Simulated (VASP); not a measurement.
The cell holds one MgS (rock salt) (110) slab, with vacuum along c, ions free to move until forces fall under 0.03 eV/Å, no reconstruction beyond this cell, dipole correction on. Ionisation potential and electron affinity count from the cell's own band edges, surface states included.

Consider the following.

```
CELL_PARAMETERS angstrom
      3.67198     0.00000     0.00000
      0.00000     5.19296     0.00000
      0.00000     0.00000    25.99564
ATOMIC_POSITIONS crystal
  Mg 0.00000 0.00000 0.33368
  Mg 0.50000 0.50000 0.38603
  Mg 0.00000 0.00000 0.46922
  Mg 0.50000 0.50000 0.53078
  Mg 0.00000 0.00000 0.61397
  Mg 0.50000 0.50000 0.66632
  S  0.50000 0.00000 0.39517
  S  0.00000 0.50000 0.32063
  S  0.50000 0.00000 0.53667
  S  0.00000 0.50000 0.46333
  S  0.50000 0.00000 0.67937
  S  0.00000 0.50000 0.60483
```

All values below come from r2SCAN meta-GGA, VASP's PBE PAW potentials (set 64) (plane waves; VASP). Numerical set-up: 400 eV cut-off, 6×4×1 Γ-centred mesh, Gaussian smearing of 0.050 eV, potentials Mg S.

Slab and bulk use different k-meshes, so the surface energy is good to a few per cent at best.

### Question
Predict its surface energy, ionisation potential, electron affinity, band gap (on the k-mesh).

### Answer

```yaml
surface_energy: 64 meV/Å²
ionisation_potential: 5.34 eV
electron_affinity: 2.97 eV
band gap (on the k-mesh): 2.36 eV
```

The cell is a thin slab with vacuum, built from MgS (rock salt): (110) face.
